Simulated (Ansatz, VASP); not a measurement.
**One calculation of Ta2NbO2, two programs**

```
Ta Nb O
1.0
    -2.12384    2.12384    4.20197
     2.12384   -2.12384    4.20197
     2.12384    2.12384   -4.20197
Ta Nb O
2 1 2
Cartesian
  0.0000 2.1238 2.1010
  2.1238 0.0000 2.1010
  0.0000 0.0000 0.0000
  0.0000 0.0000 6.2323
  0.0000 0.0000 2.1717
```

Change from the starting cell: species swapped into the NdMn2Si2 type (I4/mmm, No. 139).

Alike in both runs: functional PBE; k mesh 6 × 6 × 6; occupations gaussian, width 0.1 eV; no spin polarisation.

Ansatz relaxed the structure, and its values are those at the end. VASP's run is a single point on that final structure, the one shown.

```csv
,VASP,Ansatz
version,VASP 6.6.1,Ansatz 0.2.0
potentials or method,"VASP PAW PBE potentials, release 64 (Ta_pv, Nb_sv, O)","scalar-relativistic, plane waves, PAW"
plane-wave cutoff (eV),520,420
valence electrons in the cell,47,51
```

Ansatz gave:

```
gap on the k mesh at the Fermi level (eV) : none
pressure (GPa)                            : 0.2
```

**Question.** What did VASP give for the same quantities?

**Answer.** gap on the k mesh at the Fermi level (eV): none; pressure (GPa): 0.4.

A gap of «none» marks a metal or a gap that the smearing closes. The two sets of potentials don't hold the same shells in valence.

Caveats: an odd number of electrons without spin polarisation forces a metal; a magnetic or distorted state may lie lower. The runs have no spin-orbit coupling, so splittings on Ta are missing.
